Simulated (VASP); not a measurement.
A convergence study with VASP on Nb (bcc): one setting is varied, all else stays as given below, so the limit is that of these other settings. The cell's lengths are 1 % over those of the tabulated start, so it is off equilibrium.

```
Nb
1.0
   -1.66650     1.66650     1.66650
    1.66650    -1.66650     1.66650
    1.66650     1.66650    -1.66650
Nb
1
Direct
  0.00000   0.00000   0.00000
```

Method: LDA (Ceperley-Alder, Perdew-Zunger), VASP's LDA PAW potentials (set 64) (plane waves; VASP). The tightest run used: 1000 eV cut-off, 17×17×17 Γ-centred mesh, first-order Methfessel-Paxton smearing of 0.10 eV, potentials Nb_sv.

```json
[
 {"setting": "ENCUT = 150", "E (eV/atom)": "-5.7637", "pressure (GPa)": "-409.24", "plane waves": "83"},
 {"setting": "ENCUT = 200", "E (eV/atom)": "-10.8783", "pressure (GPa)": "-92.52", "plane waves": "135"},
 {"setting": "ENCUT = 250", "E (eV/atom)": "-11.2052", "pressure (GPa)": "-22.14", "plane waves": "177"},
 {"setting": "ENCUT = 300", "E (eV/atom)": "-11.1845", "pressure (GPa)": "-14.41", "plane waves": "236"},
 {"setting": "ENCUT = 350", "E (eV/atom)": "-11.1887", "pressure (GPa)": "-13.88", "plane waves": "285"},
 {"setting": "ENCUT = 400", "E (eV/atom)": "-11.1933", "pressure (GPa)": "-13.78", "plane waves": "366"},
 {"setting": "ENCUT = 450", "E (eV/atom)": "-11.1944", "pressure (GPa)": "-13.53", "plane waves": "414"}
]
```

Problem. These are the cheaper rows. Estimate the results at ENCUT = 1000, and how far the last row shown lies from them.

Solution. 
```csv
quantity,tightest run,last row shown is off by
E (eV/atom),-11.1960,0.0015
pressure (GPa),-13.18,-0.35
```

Left out are rungs that failed or repeat a setting and relaxations that didn't move; long series are thinned to 24 rows.

The compound is Nb in the bcc structure. The cell was not relaxed at this level.
